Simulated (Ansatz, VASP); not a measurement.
## Nb2CSO (Nb2COS MXene monolayer): VASP beside Ansatz

Aim: how closely do two programs agree when they are given the same cell, functional and k mesh? The structure shown is the start of the Ansatz relaxation below; VASP solves that cell, so the two are compared at the walk's first step.

Calculated with Ansatz 0.2.0; plane waves, with VASP 6.6.1 beside it; single point at PBE with D3(BJ).

**1. The structure**

The cell holds 5 atoms: 1 S, 2 Nb, 1 C and 1 O. Its edges and angles: a = 3.151 Å, b = 3.151 Å, c = 41.759 Å, α = 90.0°, β = 90.0°, γ = 120.0°. Vacuum lies along c.

**2. Ansatz: relaxation, PBE with D3(BJ)**

Ansatz runs on its default PAW (the set named soft_2) files.

The two programs are compared at the cell with which this relaxation starts, whose forces are those of its first step.

Contents of input.yaml:

```yaml
crystal:
  lattice:
    - [3.150576, 0.0, 0.0]
    - [-1.575288, 2.7284788526, 0.0]
    - [0.0, 0.0, 41.758695257]
  atoms:
    - { symbol: S, position: [0.3333333333, 0.6666666667, 0.435837372] }
    - { symbol: Nb, position: [0.6666666667, 0.3333333333, 0.4778095303] }
    - { symbol: C, position: [0.0, 0.0, 0.5075789793] }
    - { symbol: Nb, position: [0.3333333333, 0.6666666667, 0.5373484284] }
    - { symbol: O, position: [0.6666666667, 0.3333333333, 0.564162628] }
  periodic: [true, true, false]
kpoints:
  mp_grid: { grid: [12, 12, 1] }
hamiltonian:
  xc: pbe
  dispersion: d3bj
scf:
  occupations: { method: fermi_dirac, width: 0.05 }
  convergence: { dr2_threshold: 1.0e-09 }
relax:
  f_tol: 0.004
  max_steps: 90
  cell: {}
output:
  write_potential: true
  write_density: true
  volumetric_format: npy
```

Started as:

```sh
$ ansatz run input.yaml --threads 8 --pin off --max-ram 12288MiB --backend cpu --events-out ev --progress --plain --runs-dir out
```

Numbers of over 12 decimals in the logs are rounded to 6 here.

The program printed:

```text
Warning: relax.cell: scf.convergence.dr2_threshold = 1e-9 eV is looser than the 2.11963634445e-10 eV advised for a relaxation that steers and ends on the stress (1e-10 eV for each atom of the cell: 5, times the square of relax.cell.stress_2d_tol = 0.05 N/m over 15.4 Å (the atoms' height at the walk's start and 5 Å past either face), 3.255e-2 GPa, over a crystal's default 0.05). What an SCF threshold leaves in a stress goes as its square root, and in the free energy as the threshold itself, and one threshold admits the most on a small cell: [figures from the program's tests cut] Set scf.convergence.dr2_threshold to 2.11963634445e-10 eV or tighter. [rest of the remark cut]
Engine: ansatz 0.2.0, aarch64-unknown-linux-gnu
Pseudopotentials: kind: paw
Pseudopotential: S, paw, valence charge 6, recommended cutoff 420 eV (normal), S.paw.azcp
Pseudopotential: Nb, paw, valence charge 13, recommended cutoff 420 eV (normal), Nb.paw.azcp
Pseudopotential: C, paw, valence charge 4, recommended cutoff 420 eV (normal), C.paw.azcp
Pseudopotential: O, paw, valence charge 6, recommended cutoff 420 eV (normal), O.paw.azcp
Functional definition: PBE
  parameter kappa = 0.804
  parameter beta = 0.066725
  exchange = pbe_x(kappa = kappa, mu = beta*pi^2/3)
  correlation = pbe_c(beta = beta)
Crystal: 5 atoms, lattice volume = 358.969 Å³
Basis set: ecut = 420 eV, 6931 PW (Γ), exchange–correlation on 48×48×576 points (8 copies of the dense FFT grid, shifted against one another)
Bands: 26, of which v1, the nominal top of the filled ones, is band 21 counted from 1 (20 counted from 0)
Symmetry: 6 space group operations
Space group: P3m1 (ITA 156), of the structure as read, at distance tolerance 7.1e-5 Å
k-points: 19 of 144 (time reversal used)
Non-local potential: S, projectors of the file, l = 0: 2, l = 1: 2, l = 2: 2
Non-local potential: Nb, projectors of the file, l = 0: 3, l = 1: 2, l = 2: 2, l = 3: 1
Non-local potential: C, projectors of the file, l = 0: 2, l = 1: 2, l = 2: 1
Non-local potential: O, projectors of the file, l = 0: 2, l = 1: 2, l = 2: 1
PAW form: soft (Blöchl's): semilocal exchange-correlation on the pseudo side does not see the compensation charge
PAW one-centre angular grid: S, 110 points (default); XC on 64 Gauss nodes
PAW one-centre angular grid: Nb, 590 points (default); XC on 64 Gauss nodes
PAW one-centre angular grid: C, 110 points (default); XC on 64 Gauss nodes
PAW one-centre angular grid: O, 110 points (default); XC on 64 Gauss nodes
Initial density: superposition of atomic densities (neutral atoms: chi_scale 0, normalization atom), corrected by the library's trained network
Initial wavefunctions: pseudopotential atomic-orbital guess
Functional: x = pbe(κ = 0.804, μ = 0.219515), c = pbe(β = 0.066725)
SCF iter   1: F=—  HF=-10830.323504 eV  |F-HF|=—  |Δ(HF+E_count)|=         —  Δρ=2.89e-3  dr2=1.19e-1  ethr=1.77e-3  ⟨swp⟩=13.3  Hψ=3904  notcnv=0
preconditioner: auto → LDOS  [metal: Δε(μ)=0.053 eV  Ē_g=8.167 eV  σ=0.050 eV  W_gap=0.25  n_scr=24 (ndim 8)  ℏωp=10.0 eV  f_vac=0.790  D(μ)=2.01/eV (n_scr^D=12)  β→1.0]
SCF iter   2: F=—  HF=-10830.321529 eV  |F-HF|=—  |Δ(HF+E_count)|=   1.97e-3  Δρ=1.35e-3  dr2=6.52e-3  ethr=2.84e-4  ⟨swp⟩=3.6  Hψ=1106  notcnv=0  defer=1
SCF iter   3: F=—  HF=-10830.320593 eV  |F-HF|=—  |Δ(HF+E_count)|=   9.36e-4  Δρ=5.63e-4  dr2=1.32e-3  ethr=1.55e-5  ⟨swp⟩=4.1  Hψ=1380  notcnv=0  defer=1
SCF iter   4: F=—  HF=-10830.320418 eV  |F-HF|=—  |Δ(HF+E_count)|=   1.75e-4  Δρ=1.18e-4  dr2=1.25e-4  ethr=3.14e-6  ⟨swp⟩=2.7  Hψ=915  notcnv=0  defer=1
SCF iter   5: F=—  HF=-10830.320412 eV  |F-HF|=—  |Δ(HF+E_count)|=   6.34e-6  Δρ=2.28e-5  dr2=2.92e-6  ethr=2.99e-7  ⟨swp⟩=2.9  Hψ=954  notcnv=0  defer=1
SCF iter   6: F=—  HF=-10830.320392 eV  |F-HF|=—  |Δ(HF+E_count)|=   2.01e-5  Δρ=4.73e-6  dr2=2.10e-7  ethr=6.96e-9  ⟨swp⟩=3.6  Hψ=1174  notcnv=0  defer=1
SCF iter   7: F=—  HF=-10830.320392 eV  |F-HF|=—  |Δ(HF+E_count)|=   1.43e-7  Δρ=1.26e-6  dr2=5.71e-9  ethr=5.00e-10  ⟨swp⟩=3.8  Hψ=1152  notcnv=0  defer=1
SCF iter   8: F=-10830.320392 eV  HF=-10830.320392 eV  |F-HF|=1.25e-8  |Δ(HF+E_count)|=   3.16e-8  Δρ=3.60e-7  dr2=9.31e-10  ethr=2.38e-12  ⟨swp⟩=14.7  Hψ=4948  notcnv=0
SCF 1 converged in 8 iterations: F = -10830.320392 eV  dr2 = 9.31e-10
  greatest PAW one-centre occupation: 0.998 electrons in one spin orbital (limit 2), on the Nb atom at site 3 (counted from 0), in its partial waves of l = 0
[...]
SCF iter   2: F=—  HF=-10830.393730 eV  |F-HF|=—  |Δ(HF+E_count)|=   7.01e-6  Δρ=4.96e-5  dr2=9.87e-6  ethr=1.05e-7  ⟨swp⟩=3.0  Hψ=1081  notcnv=0
SCF iter   3: F=—  HF=-10830.393729 eV  |F-HF|=—  |Δ(HF+E_count)|=   1.07e-6  Δρ=7.58e-6  dr2=3.64e-7  ethr=2.35e-8  ⟨swp⟩=3.1  Hψ=955  notcnv=0
SCF iter   4: F=—  HF=-10830.393727 eV  |F-HF|=—  |Δ(HF+E_count)|=   1.98e-6  Δρ=4.17e-6  dr2=6.34e-8  ethr=8.68e-10  ⟨swp⟩=3.5  Hψ=1152  notcnv=0
SCF iter   5: F=—  HF=-10830.393727 eV  |F-HF|=—  |Δ(HF+E_count)|=   1.68e-8  Δρ=1.15e-6  dr2=9.28e-9  ethr=1.51e-10  ⟨swp⟩=3.2  Hψ=1052  notcnv=0
SCF iter   6: F=—  HF=-10830.393727 eV  |F-HF|=—  |Δ(HF+E_count)|=   4.59e-8  Δρ=3.62e-7  dr2=2.39e-9  ethr=2.21e-11  ⟨swp⟩=3.5  Hψ=1098  notcnv=0
SCF iter   7: F=-10830.393727 eV  HF=-10830.393727 eV  |F-HF|=2.22e-9  |Δ(HF+E_count)|=   7.09e-9  Δρ=2.03e-7  dr2=6.38e-10  ethr=2.38e-12  ⟨swp⟩=12.9  Hψ=4330  notcnv=0
SCF 6 converged in 7 iterations: F = -10830.393727 eV  dr2 = 6.38e-10
relax step   6: F+E_penalty+E_count = -10830.39372711 eV  Δ(F+E_penalty+E_count) = +1.346e-5 eV  max|allowed force component| = 1.063e-3 eV/Å  Δτ_max = 0.0016 Å  P = +0.004 N/m  Ω = 364.202 Å³  energy of the carried Pulay correction = -1.615e-3 eV  fix = [c, alpha, beta]  reactions: c +0.000 N/m  (7 SCF iters, accepted)
Initial wavefunctions: pseudopotential atomic-orbital guess (no wavefunctions were taken with the density)
iter 1 solved again at ethr=2.31e-7 eV; its pass at ethr=3.10e-3 eV (dr2=9.69e-5 eV) is discarded
SCF iter   1: F=—  HF=-10830.395096 eV  |F-HF|=—  |Δ(HF+E_count)|=         —  Δρ=4.61e-5  dr2=8.66e-7  ethr=2.31e-7  ⟨swp⟩=6.7  Hψ=6510  notcnv=0
preconditioner: auto → LDOS  [metal: Δε(μ)=0.051 eV  Ē_g=8.243 eV  σ=0.050 eV  W_gap=0.25  n_scr=24 (ndim 8)  ℏωp=9.9 eV  f_vac=0.795  D(μ)=2.27/eV (n_scr^D=14)  β→1.0]
SCF iter   2: F=—  HF=-10830.395520 eV  |F-HF|=—  |Δ(HF+E_count)|=   4.24e-4  Δρ=1.41e-5  dr2=5.05e-7  ethr=2.06e-9  ⟨swp⟩=4.2  Hψ=1444  notcnv=0
SCF iter   3: F=—  HF=-10830.395517 eV  |F-HF|=—  |Δ(HF+E_count)|=   3.47e-6  Δρ=2.09e-6  dr2=2.51e-8  ethr=1.20e-9  ⟨swp⟩=2.9  Hψ=865  notcnv=0
SCF iter   4: F=—  HF=-10830.395520 eV  |F-HF|=—  |Δ(HF+E_count)|=   3.29e-6  Δρ=6.21e-7  dr2=1.50e-9  ethr=5.97e-11  ⟨swp⟩=3.7  Hψ=1159  notcnv=0
SCF iter   5: F=-10830.395520 eV  HF=-10830.395520 eV  |F-HF|=3.19e-8  |Δ(HF+E_count)|=   1.31e-7  Δρ=1.48e-7  dr2=2.16e-10  ethr=2.38e-12  ⟨swp⟩=17.2  Hψ=5002  notcnv=0
SCF 7 converged in 5 iterations: F = -10830.395520 eV  dr2 = 2.16e-10
relax step   7: F+E_penalty+E_count = -10830.39552001 eV  Δ(F+E_penalty+E_count) = -1.793e-3 eV  max|allowed force component| = 9.547e-4 eV/Å  Δτ_max = 0.0000 Å  P = +0.040 N/m  Ω = 364.202 Å³  fix = [c, alpha, beta]  reactions: c +0.000 N/m  stress off target by 3.96e-2 N/m on what of the cell is left free  SCF on the basis re-selected at this cell (its energy is not comparable with the rows above)  (5 SCF iters)
basis re-selected at this cell: Δ(F+E_penalty+E_count) = -1.793e-3 eV, ΔP = +0.036 N/m vs the last step (what re-selecting the basis moved, of the pressure what is left beyond the Pulay correction that the steps carried, after the strain that the cell walked since its last selection, with what the two solves' SCF thresholds leave and, on support functions, any second-order correction that the steps lacked; it is no m [...]
WARN: The output density's exchange-correlation potential varies sharply where the density is thin. Do not read a vacuum level from v_tot or v_xc, or from such a field of the output density. On a cell that repeats whose density bears no net charge and no dipole along the vacuum's axis use v_es (v_loc + v_h of the components); under efield.dipole_correction with no amplitude use v_es + v_field, which holds any externa [...]
SCF converged after 5 iterations
Free energy (F): -10830.395520 eV
Harris-Foulkes:  -10830.395520 eV  (|F-HF|=3.19e-8)
Internal energy: -10830.378304 eV  (E = F + TS)
E sigma→0 (E₀):  -10830.386912 eV
Entropy (-TS):   -0.017216 eV (-3.443 meV/atom)
Fermi energy:    -5.538693 eV
--- Per-component energies (eV) ---
  E_band       = -1004.571865
  E_kinetic    = 1161.646648
  E_local      = -155954.304162  (includes V_loc(G=0)·N_el)
  E_nonlocal   = 337.464551
  E_hartree    = 77189.995807
  E_xc         = -572.489386
  E_vxc        = -670.309752  (∫ρ·V_xc dr)
  E_paw        = -7001.883087  (= ΣΔE_a)
  E_vpaw       = -259.063497  (= ΣTr[D̂ρ^β])
  E_aug_tail   = 0.002449  (compensation charges beyond the density's cutoff)
  E_ewald      = 74010.779820
  E_disp       = -1.590945  (pairwise vdW)
  E_smearing   = -0.017216  (= −TS)
  E_closure    = 0.000000  (closes the sum)
  Σ components = -10830.395520   (vs F -10830.395520, Δ=0.00e0)
--- Forces (eV/Å), atoms counted from 1 ---
  atom   1  S      0.00000000    -0.00000000    -0.00063441
  atom   2  Nb    -0.00000000     0.00000000    -0.00036955
  atom   3  C      0.00000000    -0.00000000     0.00095430
  atom   4  Nb     0.00000000     0.00000000    -0.00054111
  atom   5  O      0.00000000     0.00000000     0.00058854
  max |Σ_I F_I| component: 2.23e-6 eV/Å
--- 2D stress c σ (N/m, compression-positive) ---
        0.039620       0.000000      -0.000000
        0.000000       0.039620      -0.000000
       -0.000000      -0.000000       0.000000
  P = ½ c Tr σ = 0.0396 N/m
--- Band table (eV; the first three rows and the last of 19) ---
  k-point 0: bands = [... 17 lower, -7.8453, -6.3035, -6.3035, -5.9584, -5.9584, -5.7125, -4.2584, -4.2584, ... 1 higher]
  k-point 1: bands = [... 17 lower, -7.7676, -6.9979, -6.7438, -6.0968, -5.5088, -5.2298, -4.2349, -4.1382, ... 1 higher]
  k-point 2: bands = [... 17 lower, -8.4981, -7.3973, -7.0874, -6.5379, -5.1561, -4.7201, -4.1883, -3.6713, ... 1 higher]
  k-point 18: bands = [... 17 lower, -9.5494, -9.1009, -8.8811, -5.0246, -4.8024, -4.1294, -3.4691, -3.0223, ... 1 higher]
  the weakly bound empty levels are not read free of the cell's end (no_gap_told)
--- Relaxed structure (6 steps of the walk, 5 accepted, 1 SCFs on fresh bases) ---
  F+E_penalty+E_count = -10830.39552001 eV   max|allowed force component| = 9.547e-4 eV/Å   (the final SCF, on the basis selected at the relaxed cell)
  cell:  # Å, volume = 364.2016 Å³
    - [3.173454, 0, 0]
    - [-1.586727, 2.748292, 0]
    - [0, 0, 41.758695257]
  atoms:
    - { symbol: S, position: [0.333333, 0.666667, 0.438107] }
    - { symbol: Nb, position: [0.666667, 0.333333, 0.478031] }
    - { symbol: C, position: [-1.8765426177828454e-19, 0, 0.507502] }
    - { symbol: Nb, position: [0.333333, 0.666667, 0.536990] }
    - { symbol: O, position: [0.666667, 0.333333, 0.562107] }
```

**3. VASP: single point, PBE with D3(BJ), start cell**

The same cell, functional, mesh and smearing now go to VASP, with its own data sets.

Lines of VASP's logs that name or quote its potential files are left out, and so is its time.

Contents of INCAR:

```
SYSTEM = Nb2CSO
PREC = Accurate
ENCUT = 520
EDIFF = 1E-06
NELM = 120
ISMEAR = -1
SIGMA = 0.05
LREAL = .FALSE.
ALGO = Normal
GGA = PE
IVDW = 12
NBANDS = 27
LASPH = .TRUE.
LORBIT = 11
LWAVE = .FALSE.
LCHARG = .FALSE.
ISIF = 2
LDIPOL = .TRUE.
IDIPOL = 3
DIPOL = 0.5 0.5 0.505
LVHAR = .TRUE.
GGA_COMPAT = .FALSE.
NELMDL = -8
KPAR = 2
```

Contents of POSCAR:

```
Nb2CSO
1.0
    3.1505760000      0.0000000000      0.0000000000
   -1.5752880000      2.7284790000      0.0000000000
    0.0000000000      0.0000000000     41.7586950000
S Nb C O
1 2 1 1
Direct
    0.3333333333      0.6666666667      0.4358373747
    0.6666666667      0.3333333333      0.4778095436
    0.3333333333      0.6666666667      0.5373484253
    0.0000000000      0.0000000000      0.5075789844
    0.6666666667      0.3333333333      0.5641626253
```

Contents of KPOINTS:

```
Automatic mesh
0
Gamma
12 12 1
0 0 0
```

Potentials, in the order of the species: S, Nb_sv, C and O (PBE family, release 64).

Started as:

```sh
$ mpirun -np 2 vasp_std
```

The program printed:

```text
[banner, memory and clock lines left out]
running    2 mpi-ranks, on    1 nodes
 distrk:  each k-point on    1 cores,    2 groups
 distr:  one band on    1 cores,    1 groups

 POSCAR found type information on POSCAR S NbC O
 POSCAR found :  4 types and       5 ions
 LDA part: xc-table for (Slater+PW92), standard interpolation
 POSCAR, INCAR and KPOINTS ok, starting setup
 FFT: planning ... GRIDC
 FFT: planning ... GRID_SOFT
 FFT: planning ... GRID
 WAVECAR not read
 entering main loop
       N       E                     dE             d eps       ncg     rms          rms(c)
DAV:   1     0.383821638400E+03    0.38382E+03   -0.20412E+04  1378   0.123E+03
DAV:   2     0.538862662162E+00   -0.38328E+03   -0.37351E+03  1458   0.384E+02
DAV:   3    -0.498163079785E+02   -0.50355E+02   -0.50090E+02  1684   0.122E+02
DAV:   4    -0.526136533351E+02   -0.27973E+01   -0.27816E+01  1686   0.310E+01
DAV:   5    -0.526982963711E+02   -0.84643E-01   -0.84319E-01  1708   0.438E+00
DAV:   6    -0.527005300372E+02   -0.22337E-02   -0.22252E-02  1684   0.858E-01
DAV:   7    -0.527005846368E+02   -0.54600E-04   -0.54437E-04  1604   0.112E-01
DAV:   8    -0.527005875991E+02   -0.29623E-05   -0.29599E-05  1865   0.256E-02    0.191E+01
DAV:   9    -0.454815753409E+02    0.72190E+01   -0.52346E+01  1500   0.428E+01    0.845E+00
DAV:  10    -0.451539069392E+02    0.32767E+00   -0.76261E+00  1644   0.165E+01    0.433E+00
DAV:  11    -0.454197878703E+02   -0.26588E+00   -0.62868E+00  1660   0.187E+01    0.325E+00
DAV:  12    -0.451282472353E+02    0.29154E+00   -0.71888E+00  1708   0.123E+01    0.187E+00
DAV:  13    -0.449913155483E+02    0.13693E+00   -0.85969E-01  1692   0.731E+00    0.507E-01
DAV:  14    -0.449951711457E+02   -0.38556E-02   -0.90166E-02  1348   0.207E+00    0.399E-01
[...]
DAV:  24    -0.449941608946E+02   -0.15544E-04   -0.60917E-07   594   0.562E-03    0.188E-03
DAV:  25    -0.449941969242E+02   -0.36030E-04   -0.10026E-06   827   0.585E-03    0.989E-04
DAV:  26    -0.449942089488E+02   -0.12025E-04   -0.27151E-07   747   0.353E-03    0.698E-04
DAV:  27    -0.449942197531E+02   -0.10804E-04   -0.29848E-07   803   0.275E-03    0.515E-04
DAV:  28    -0.449942235717E+02   -0.38186E-05   -0.78021E-08   600   0.205E-03    0.311E-04
DAV:  29    -0.449942265383E+02   -0.29666E-05   -0.83600E-08   622   0.156E-03    0.158E-04
DAV:  30    -0.449942284370E+02   -0.18987E-05   -0.61160E-08   604   0.140E-03    0.139E-04
DAV:  31    -0.449942289750E+02   -0.53806E-06   -0.21122E-08   558   0.106E-03
   1 F= -.46588284E+02 E0= -.46580368E+02  d E =-.158307E-01
```

(Part 1 of 2 ends here.)

[Lines on the potential files, build, host, timing and source positions are cut from VASP's logs without a mark.]

[Logs are printed without paths, hosts, clocks, repeated set-up lines and the standing remarks that a program may print on its own settings, such as how far it seeks lower states.]

[Hosts, paths, dates, database ids (printed as entryN), source tags and the programs' standing remarks are cut or masked in the printed files.]
